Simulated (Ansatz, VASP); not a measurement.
# Cross-check of KSrCl3 between VASP and Ansatz, part 2 of 3

Wanted: the spread between two codes on one cell, functional and k mesh. The cell is generated by rule, not measured, and may not be a known phase. The cell is taken from a series of runs on this material, whose earlier steps may have relaxed, scaled, displaced or heated it; both programs get it as it stands.

VASP 6.6.1 and Ansatz 0.2.0.

So far: The structure; Ansatz: zone-centre phonons, PBEsol.

## (3) VASP: zone-centre phonons, PBEsol

Level of this step: PBEsol; plane waves and PAW (K_sv, Sr_sv, Cl); invented cell (VASP).

The same cell, functional and mesh now go to VASP, with its own data sets.

Lines of VASP's logs that name or quote its potential files are left out, and so is its time.

The input, INCAR:

```
SYSTEM = KSrCl3
PREC = Accurate
ENCUT = 500
EDIFF = 1E-08
NELM = 120
ISMEAR = 0
SIGMA = 0.01
LREAL = .FALSE.
ALGO = Normal
GGA = PS
NBANDS = 26
LORBIT = 11
LWAVE = .FALSE.
LCHARG = .FALSE.
ISIF = 2
IBRION = 8
LASPH = .TRUE.
GGA_COMPAT = .FALSE.
EFERMI = MIDGAP
KPAR = 2
```

The input, POSCAR:

```
KSrCl3
1.0
    5.5845481721      0.0000000000      0.0000000000
    0.0000000000      5.5845481721      0.0000000000
    0.0000000000      0.0000000000      5.5845481721
K Sr Cl
1 1 3
Direct
    0.0000000000      0.0000000000      0.0000000000
    0.5000000000      0.5000000000      0.5000000000
    0.5000000000      0.5000000000      0.0000000000
    0.5000000000      0.0000000000      0.5000000000
    0.0000000000      0.5000000000      0.5000000000
```

The input, KPOINTS:

```
Automatic mesh
0
Gamma
4 4 4
0 0 0
```

The projector-augmented-wave data sets are K_sv, Sr_sv and Cl (PBE family, release 64).

Launch:

```sh
$ mpirun -np 2 vasp_std
```

The program printed:

```text
[banner, memory and clock lines left out]
running    2 mpi-ranks, on    1 nodes
 distrk:  each k-point on    1 cores,    2 groups
 distr:  one band on    1 cores,    1 groups

 POSCAR found type information on POSCAR K SrCl
 POSCAR found :  3 types and       5 ions
|                                                                             |
|               ----> ADVICE to this user running VASP <----                  |
|                                                                             |
|     You enforced a specific xc type in the INCAR file but a different       |
|     [... a line on the potential file left out ...]
|     I HOPE YOU KNOW WHAT YOU ARE DOING!                                     |
|                                                                             |

 LDA part: xc-table for (Slater+PW92), standard interpolation
 POSCAR, INCAR and KPOINTS ok, starting setup
 FFT: planning ... GRIDC
 FFT: planning ... GRID_SOFT
 FFT: planning ... GRID
 WAVECAR not read
 entering main loop
       N       E                     dE             d eps       ncg     rms          rms(c)
DAV:   1     0.294345732012E+03    0.29435E+03   -0.17877E+04   520   0.130E+03
DAV:   2     0.503154517578E+01   -0.28931E+03   -0.28554E+03   692   0.296E+02
DAV:   3    -0.199722139226E+02   -0.25004E+02   -0.24956E+02   792   0.823E+01
DAV:   4    -0.205493459499E+02   -0.57713E+00   -0.57634E+00   822   0.118E+01
DAV:   5    -0.205760662613E+02   -0.26720E-01   -0.26719E-01   760   0.138E+00    0.209E+01
DAV:   6    -0.199489864144E+02    0.62708E+00   -0.12007E+00   632   0.446E+00    0.131E+01
DAV:   7    -0.198297678578E+02    0.11922E+00   -0.78171E-01   718   0.398E+00    0.151E+00
DAV:   8    -0.198153533883E+02    0.14414E-01   -0.10450E-01   670   0.148E+00    0.343E-01
DAV:   9    -0.198140003656E+02    0.13530E-02   -0.10758E-02   718   0.600E-01    0.254E-01
DAV:  10    -0.198141103729E+02   -0.11001E-03   -0.19383E-03   766   0.267E-01    0.907E-02
DAV:  11    -0.198142014046E+02   -0.91032E-04   -0.54995E-04   684   0.149E-01    0.362E-02
DAV:  12    -0.198142255117E+02   -0.24107E-04   -0.83418E-05   672   0.501E-02    0.180E-02
DAV:  13    -0.198142261900E+02   -0.67830E-06   -0.32662E-06   758   0.976E-03    0.778E-03
DAV:  14    -0.198142272222E+02   -0.10322E-05   -0.19120E-06   692   0.776E-03    0.396E-03
DAV:  15    -0.198142271275E+02    0.94708E-07   -0.96777E-08   748   0.200E-03    0.225E-03
DAV:  16    -0.198142271140E+02    0.13485E-07   -0.44941E-08   582   0.116E-03    0.202E-04
DAV:  17    -0.198142271197E+02   -0.57653E-08   -0.28781E-09   416   0.345E-04
   1 F= -.19814227E+02 E0= -.19814227E+02  d E =0.000000E+00
 Linear response reoptimize wavefunctions to high precision
DAV:   1    -0.198142271273E+02   -0.75361E-08   -0.65717E-10   468   0.153E-04
DAV:   2    -0.198142271273E+02   -0.31832E-10   -0.12377E-10   312   0.597E-05
 Linear response DOF=           4
 Linear response progress:
  Degree of freedom:   1/  4
       N       E                     dE             d eps       ncg     rms          rms(c)
RMM:   1    -0.315030795345E+00   -0.31503E+00    0.13896E-01  1472   0.199E+00
RMM:   2    -0.319108256977E+00   -0.40775E-02   -0.23053E-02  1599   0.460E-01    0.401E-02
RMM:   3    -0.321444346109E+00   -0.23361E-02   -0.53383E-03  1788   0.159E-01    0.494E-02
RMM:   4    -0.321517344361E+00   -0.72998E-04   -0.61233E-05  1884   0.222E-02    0.432E-02
RMM:   5    -0.321530584674E+00   -0.13240E-04   -0.23622E-05  1544   0.228E-02    0.416E-03
RMM:   6    -0.321545683860E+00   -0.15099E-04   -0.29723E-06  1910   0.543E-03    0.325E-03
RMM:   7    -0.321560309069E+00   -0.14625E-04   -0.74905E-07  1862   0.203E-03    0.162E-03
RMM:   8    -0.321568918364E+00   -0.86093E-05    0.24027E-07  1846   0.123E-03    0.783E-04
RMM:   9    -0.321569269907E+00   -0.35154E-06   -0.45879E-07  2008   0.614E-04    0.124E-04
RMM:  10    -0.321569174337E+00    0.95570E-07   -0.75261E-08  2126   0.316E-04    0.655E-05
RMM:  11    -0.321569024720E+00    0.14962E-06   -0.18990E-08  2009   0.222E-04    0.176E-05
RMM:  12    -0.321569110113E+00   -0.85394E-07   -0.30974E-08  2052   0.167E-04    0.459E-06
RMM:  13    -0.321569102555E+00    0.75585E-08    0.39645E-09  2063   0.140E-04    0.257E-06
 first order change of Fermi-energy  -0.22704E-04
 force on displaced ion       1 direction 1 :   0.290  -0.000   0.000
 Linear response progress:
  Degree of freedom:   2/  4
       N       E                     dE             d eps       ncg     rms          rms(c)
RMM:   1    -0.304062065320E+00   -0.30406E+00    0.49823E-01  1504   0.257E+00
RMM:   2    -0.306708098557E+00   -0.26460E-02   -0.52138E-02  1646   0.596E-01    0.345E-01
RMM:   3    -0.307192924768E+00   -0.48483E-03   -0.33442E-03  1651   0.186E-01    0.221E-01
RMM:   4    -0.307098739863E+00    0.94185E-04   -0.92028E-04  1633   0.127E-01    0.369E-02
RMM:   5    -0.307290031271E+00   -0.19129E-03   -0.89112E-05  1740   0.379E-02    0.213E-02
RMM:   6    -0.307374339839E+00   -0.84309E-04   -0.13185E-05  1903   0.133E-02    0.422E-03
RMM:   7    -0.307361267665E+00    0.13072E-04   -0.62606E-06  1897   0.715E-03    0.265E-03
RMM:   8    -0.307373202920E+00   -0.11935E-04   -0.22221E-06  1937   0.290E-03    0.109E-03
RMM:   9    -0.307373723516E+00   -0.52060E-06    0.13575E-06  1957   0.224E-03    0.269E-04
RMM:  10    -0.307373756982E+00   -0.33466E-07    0.14214E-06  2043   0.113E-03    0.279E-04
RMM:  11    -0.307372933087E+00    0.82389E-06   -0.59101E-07  1918   0.801E-04    0.629E-05
RMM:  12    -0.307373028493E+00   -0.95406E-07    0.77963E-08  2063   0.550E-04    0.112E-04
RMM:  13    -0.307373223540E+00   -0.19505E-06   -0.14250E-07  2116   0.427E-04    0.208E-04
RMM:  14    -0.307372932368E+00    0.29117E-06   -0.10248E-07  2030   0.373E-04    0.198E-04
RMM:  15    -0.307372733489E+00    0.19888E-06   -0.12070E-07  2040   0.319E-04    0.197E-04
RMM:  16    -0.307372629141E+00    0.10435E-06   -0.11781E-07  2075   0.276E-04    0.206E-04
 first order change of Fermi-energy   0.33435E-05
 force on displaced ion       2 direction 1 :  -5.488  -0.000  -0.000
 Linear response progress:
  Degree of freedom:   3/  4
       N       E                     dE             d eps       ncg     rms          rms(c)
RMM:   1    -0.204265369310E+00   -0.20427E+00   -0.66173E-03  2701   0.170E+00
RMM:   2    -0.202517663520E+00    0.17477E-02   -0.41177E-03  2308   0.242E-01    0.633E-02
RMM:   3    -0.202886690177E+00   -0.36903E-03   -0.23148E-04  2401   0.557E-02    0.318E-02
RMM:   4    -0.203279222002E+00   -0.39253E-03   -0.10875E-04  2414   0.337E-02    0.125E-02
RMM:   5    -0.203275154015E+00    0.40680E-05   -0.18392E-05  2726   0.120E-02    0.749E-03
RMM:   6    -0.203261362679E+00    0.13791E-04   -0.33575E-06  2590   0.667E-03    0.217E-03
RMM:   7    -0.203277875068E+00   -0.16512E-04   -0.72402E-07  2768   0.283E-03    0.121E-03
RMM:   8    -0.203278969434E+00   -0.10944E-05    0.61825E-06  2823   0.174E-03    0.323E-04
RMM:   9    -0.203275853772E+00    0.31157E-05    0.18853E-05  2932   0.774E-04    0.102E-04
RMM:  10    -0.203275755047E+00    0.98724E-07    0.58881E-07  3120   0.373E-04    0.822E-05
RMM:  11    -0.203275977664E+00   -0.22262E-06    0.46727E-06  3092   0.230E-04    0.186E-05
RMM:  12    -0.203275873790E+00    0.10387E-06    0.18124E-06  3232   0.160E-04    0.100E-05
RMM:  13    -0.203275870035E+00    0.37548E-08    0.14555E-06  3273   0.132E-04    0.118E-05
RMM:  14    -0.203275868103E+00    0.19322E-08    0.95793E-07  3170   0.120E-04    0.518E-06
[...]
RMM:  21    -0.203275871389E+00    0.51695E-10    0.73916E-07  2249   0.110E-04    0.190E-07
RMM:  22    -0.203275871401E+00   -0.11331E-10    0.74901E-07  2225   0.110E-04    0.152E-07
RMM:  23    -0.203275871414E+00   -0.13712E-10    0.73659E-07  2230   0.110E-04    0.204E-07
RMM:  24    -0.203275871349E+00    0.65897E-10    0.76070E-07  2241   0.110E-04    0.125E-07
RMM:  25    -0.203275871390E+00   -0.41304E-10    0.74175E-07  2237   0.110E-04    0.144E-07
RMM:  26    -0.203275871459E+00   -0.69549E-10    0.75941E-07  2222   0.110E-04    0.133E-07
RMM:  27    -0.203275871484E+00   -0.24237E-10    0.74054E-07  2215   0.110E-04    0.119E-07
RMM:  28    -0.203275871446E+00    0.37668E-10    0.74967E-07  2226   0.110E-04    0.136E-07
 first order change of Fermi-energy   0.88289E-04
 force on displaced ion       3 direction 1 :   0.020   0.000   0.000
 Linear response progress:
  Degree of freedom:   4/  4
       N       E                     dE             d eps       ncg     rms          rms(c)
RMM:   1    -0.209660917935E+00   -0.20966E+00   -0.31537E-02  1744   0.177E+00
RMM:   2    -0.205510149027E+00    0.41508E-02   -0.71051E-03  1602   0.281E-01    0.407E-01
RMM:   3    -0.206219118012E+00   -0.70897E-03   -0.89255E-04  1667   0.912E-02    0.230E-01
RMM:   4    -0.206925279339E+00   -0.70616E-03   -0.42220E-04  1684   0.618E-02    0.245E-02
RMM:   5    -0.206828605750E+00    0.96674E-04   -0.74037E-05  1782   0.226E-02    0.153E-02
RMM:   6    -0.206838524207E+00   -0.99185E-05   -0.19378E-05  1862   0.975E-03    0.466E-03
RMM:   7    -0.206816622417E+00    0.21902E-04   -0.35416E-05  1870   0.408E-03    0.257E-03
RMM:   8    -0.206830380377E+00   -0.13758E-04   -0.98091E-05  1790   0.254E-03    0.795E-04
RMM:   9    -0.206829295386E+00    0.10850E-05    0.68996E-06  2029   0.102E-03    0.306E-04
RMM:  10    -0.206829638210E+00   -0.34282E-06   -0.19684E-05  1952   0.523E-04    0.874E-05
RMM:  11    -0.206830015216E+00   -0.37701E-06   -0.15417E-06  2092   0.293E-04    0.931E-05
RMM:  12    -0.206830038835E+00   -0.23619E-07   -0.29840E-06  2102   0.190E-04    0.535E-05
RMM:  13    -0.206830068710E+00   -0.29875E-07   -0.29211E-07  2068   0.154E-04    0.502E-05
RMM:  14    -0.206830078248E+00   -0.95380E-08   -0.64716E-07  1987   0.137E-04    0.229E-05
RMM:  15    -0.206830134845E+00   -0.56596E-07   -0.15555E-08  1902   0.131E-04    0.620E-06
RMM:  16    -0.206830126632E+00    0.82129E-08    0.46831E-09  1759   0.126E-04    0.737E-06
 first order change of Fermi-energy   0.42293E-03
 force on displaced ion       3 direction 3 :   0.000  -0.000  -6.445
 Linear response finished
```

(Continued in part 3 of 3.)

[Lines on the potential files, build, host, timing and source positions are cut from VASP's logs without a mark.]

[Logs are printed without paths, hosts, clocks, repeated set-up lines and the standing remarks that a program may print on its own settings, such as how far it seeks lower states.]

[Hosts, paths, dates, database ids (printed as entryN), source tags and the programs' standing remarks are cut or masked in the printed files.]
